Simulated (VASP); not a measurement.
Crystal: Ta4NiO11.

```
CELL_PARAMETERS angstrom
0.00000 4.86715 4.86715
4.86715 0.00000 4.86715
4.86715 4.86715 0.00000
ATOMIC_POSITIONS crystal
Ta 0.63007 0.10980 0.63007
Ta 0.63007 0.63007 0.63007
Ta 0.10980 0.63007 0.63007
Ta 0.63007 0.63007 0.10980
Ni 0.00000 0.00000 0.00000
O 0.25000 0.25000 0.25000
O 0.84346 0.46962 0.84346
O 0.84346 0.84346 0.84346
O 0.46962 0.84346 0.84346
O 0.84346 0.84346 0.46962
O 0.30023 0.69977 0.69977
O 0.69977 0.30023 0.30023
O 0.69977 0.69977 0.30023
O 0.30023 0.30023 0.69977
O 0.30023 0.69977 0.30023
O 0.69977 0.30023 0.69977
```

The cell was built by a generator and needn't be a form met in nature.

| Item | Value |
| --- | --- |
| Program | VASP 6.6.1 |
| Task | relaxation of cell and atoms |
| Functional | PBE |
| Dispersion | D3(BJ) |
| Potentials or basis | VASP PAW PBE potentials, release 64 (Ta_pv, Ni, O) |
| Cutoff | 600 eV |
| k mesh | 5 × 5 × 5 |
| Occupations | fermi-dirac, width 0.05 eV |
| Spin | collinear spin, ferromagnetic start |
| Starting moments | [0.0, 0.0, 0.0, 0.0, 1.0, 0.0, 0.0, 0.0, 0.0, 0.0, 0.0, 0.0, 0.0, 0.0, 0.0, 0.0] μB |

At the start: pressure -2.2 GPa; volume 14.41 Å³/atom.

**Question.** Where does the relaxation end?

**Answer.** Over 20 steps the energy falls by 10.3 meV/atom and the volume is 14.21 Å³/atom (-1.4 %); space group F-43m (No. 216, to 0.05 Å); moment 1.14 μB per cell.

Step by step:
```tsv
step	energy change (eV)	largest force (eV/Å)	pressure (GPa)	volume (Å³)
1	0.0000	0.1175	-2.17	230.60
2	-0.3343	0.6816	3.89	224.13
3	-0.1546	0.3381	0.29	228.30
4	-0.1552	0.3027	-0.37	228.68
5	-0.1551	0.3137	0.02	228.56
6	-0.1552	0.3086	0.03	228.61
7	-0.1556	0.3324	0.96	226.62
8	-0.1606	0.1302	0.41	227.58
9	-0.1631	0.1087	-0.52	228.29
10	-0.1635	0.0856	-0.20	228.11
11	-0.1645	0.0815	-0.16	227.84
12	-0.1645	0.0693	-0.15	227.86
13	-0.1652	0.0465	0.09	227.38
14	-0.1652	0.0393	0.20	227.23
15	-0.1652	0.0422	0.12	227.29
16	-0.1652	0.0628	-0.10	227.47
17	-0.1653	0.0139	0.01	227.39
18	-0.1653	0.0122	-0.01	227.39
19	-0.1653	0.0151	0.07	227.34
20	-0.1653	0.0096	0.05	227.38
```

Final structure:
```
Ta Ni O
1.0
     0.00002    4.84442    4.84442
     4.84442    0.00002    4.84442
     4.84442    4.84442    0.00002
Ta Ni O
4 1 11
Direct
  0.63023 0.10932 0.63023
  0.63023 0.63023 0.63023
  0.10932 0.63023 0.63023
  0.63023 0.63023 0.10932
  0.00000 0.00000 0.00000
  0.25000 0.25000 0.25000
  0.84380 0.46861 0.84380
  0.84380 0.84380 0.84380
  0.46861 0.84380 0.84380
  0.84380 0.84380 0.46861
  0.29876 0.70124 0.70124
  0.70124 0.29876 0.29876
  0.70124 0.70124 0.29876
  0.29876 0.29876 0.70124
  0.29876 0.70124 0.29876
  0.70124 0.29876 0.70124
```

Caveat: a cell with one magnetic atom can't hold antiferromagnetic order, which such compounds often take; pairwise dispersion overbinds metals, which lowers pressure and volume.
